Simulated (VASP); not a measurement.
All values below come from PBE GGA with spin-orbit coupling, VASP's PBE PAW potentials (set 64) (plane waves; VASP).

A VASP calculation is set up with these files.

### INCAR
```
ALGO = Normal
EDIFF = 1E-6
ENCUT = 400
GGA = PE
GGA_COMPAT = .False.
ISMEAR = 0
LASPH = .True.
LCHARG = .False.
LMAXMIX = 4
LREAL = .False.
LSORBIT = .True.
LWAVE = .False.
MAGMOM = 12*0
NELM = 100
PREC = Accurate
SIGMA = 0.05
SYSTEM = CdS
```

File KPOINTS:
```
kpoints
0
G
6 6 3
0 0 0
```

**KPOINTS_OPT**
```
k-points along high-symmetry lines
5
Line-mode
Reciprocal
  0.000000   0.000000   0.000000 ! GAMMA
  0.000000   0.500000   0.000000 ! M

  0.000000   0.500000   0.000000 ! M
 -0.333333   0.666667   0.000000 ! K

 -0.333333   0.666667   0.000000 ! K
  0.000000   0.000000   0.000000 ! GAMMA

  0.000000   0.000000   0.000000 ! GAMMA
  0.000000   0.000000   0.500000 ! A

  0.000000   0.000000   0.500000 ! A
  0.000000   0.500000   0.500000 ! L

  0.000000   0.500000   0.500000 ! L
 -0.333333   0.666667   0.500000 ! H

 -0.333333   0.666667   0.500000 ! H
  0.000000   0.000000   0.500000 ! A

  0.000000   0.500000   0.500000 ! L
  0.000000   0.500000   0.000000 ! M

 -0.333333   0.666667   0.500000 ! H
 -0.333333   0.666667   0.000000 ! K
```

POSCAR:
```
CdS
1
    2.0980360424    -3.6339048429     0.0000000000
    2.0980360424     3.6339048429     0.0000000000
    0.0000000000     0.0000000000     6.8148994377
Cd S
2 2
Direct
  0.6666670000   0.3333330000   0.5000029639
  0.3333330000   0.6666670000   0.0000029639
  0.6666670000   0.3333330000   0.8769970361
  0.3333330000   0.6666670000   0.3769970361
```

POTCAR, in this order: Cd S (PBE.64 set). Program: vasp_ncl.

The run wrote:

### OSZICAR
```
       N       E                     dE             d eps       ncg     rms          rms(c)
DAV:   1     0.224794998020E+03    0.22479E+03   -0.15290E+04  1848   0.122E+03
DAV:   2     0.605515743928E+00   -0.22419E+03   -0.21927E+03  2108   0.336E+02
DAV:   3    -0.132639677774E+02   -0.13869E+02   -0.13807E+02  2140   0.827E+01
DAV:   4    -0.134479791819E+02   -0.18401E+00   -0.18371E+00  2112   0.927E+00
DAV:   5    -0.134515685975E+02   -0.35894E-02   -0.35887E-02  2116   0.126E+00    0.110E+01
DAV:   6    -0.123640775109E+02    0.10875E+01   -0.25204E+00  2236   0.165E+01    0.865E+00
DAV:   7    -0.123528171174E+02    0.11260E-01   -0.87727E-01  2016   0.553E+00    0.416E+00
DAV:   8    -0.123479845980E+02    0.48325E-02   -0.10246E-01  1984   0.343E+00    0.117E+00
DAV:   9    -0.123473460265E+02    0.63857E-03   -0.73109E-03  2048   0.990E-01    0.310E-01
DAV:  10    -0.123473306887E+02    0.15338E-04   -0.38494E-03  2036   0.612E-01    0.958E-02
DAV:  11    -0.123476413051E+02   -0.31062E-03   -0.10378E-03  1932   0.343E-01    0.103E-01
DAV:  12    -0.123476709436E+02   -0.29638E-04   -0.12065E-04  2060   0.882E-02    0.372E-02
DAV:  13    -0.123476641734E+02    0.67701E-05   -0.34894E-05  2132   0.297E-02    0.212E-02
DAV:  14    -0.123476641276E+02    0.45804E-07   -0.45142E-06  1996   0.176E-02
   1 F= -.12347664E+02 E0= -.12347664E+02  d E =-.880828E-13  mag=     0.0000     0.0000    -0.0000
       N       E                     dE             ncg
       N       E                     dE             ncg
       N       E                     dE             ncg
```

**OUTCAR**
```
------------------------ aborting loop because EDIFF is reached ----------------------------------------
  FORCE on cell =-STRESS in cart. coord.  units (eV):
  Direction    XX          YY          ZZ          XY          YZ          ZX
  --------------------------------------------------------------------------------------
  Total       -0.0373888     -0.0373888      0.0204895     -0.0000000      0.0000000      0.0000000
  in kB       -0.5764698     -0.5764698      0.3159125     -0.0000000      0.0000000      0.0000000
  external PRESSURE =      -0.2790090 kB  Pullay stress =       0.0000000 kB
  volume of cell :      103.91
      direct lattice vectors                 reciprocal lattice vectors
     2.098036042 -3.633904843  0.000000000     0.238318117 -0.137593036  0.000000000
     2.098036042  3.633904843  0.000000000     0.238318117  0.137593036  0.000000000
     0.000000000  0.000000000  6.814899438     0.000000000  0.000000000  0.146737308
  FREE ENERGIE OF THE ION-ELECTRON SYSTEM (eV)
  ---------------------------------------------------
  free  energy   TOTEN  =       -12.3476641276 eV

  energy  without entropy=      -12.3476641276  energy(sigma->0) =      -12.34766413

 Ion:    1  E_soc:     -0.0557033

 Ion:    2  E_soc:     -0.0557033

 Ion:    3  E_soc:     -0.0021189

 Ion:    4  E_soc:     -0.0021189
```
(Selected blocks of OUTCAR.)

The compound is CdS in the wurtzite structure. It was relaxed first.
